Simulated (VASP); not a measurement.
Consider the following.

```xyz
1
Lattice="-1.3674 1.3674 1.3674 1.3674 -1.3674 1.3674 1.3674 1.3674 -1.3674" Properties=species:S:1:pos:R:3 pbc="T T T"
Fe     0.0000     0.0000     0.0000
```
Starting moments (μB, in the order of the record's atoms Fe): 2.1.

Calculation: vdW-DF-cx, VASP's PBE PAW potentials (set 64) (plane waves; VASP). Run with 520 eV cut-off, 18×18×18 Γ-centred mesh, first-order Methfessel-Paxton smearing of 0.10 eV, potentials Fe.

Question: Predict the cell moment, energy per atom (σ→0), pressure, band gap (on the k-mesh) with the smallest direct gap where there is one.

Answer: 
```
Item                                                        Result
------------------------  ----------------------------------------
band gap (on the k-mesh)  none (metal, semimetal or under 0.01 eV)
cell moment                                                2.01 μB
energy per atom (σ→0)                               -6087 meV/atom
pressure                                                 16.07 GPa
```

Question: Give the moment on each site (PAW-sphere projection).

Answer: 
```tsv
site	moment (μB)
Fe1	1.98
```

The compound is Fe in the bcc structure. This cell is one point of a volume scan, at 0.94 of the reference volume.
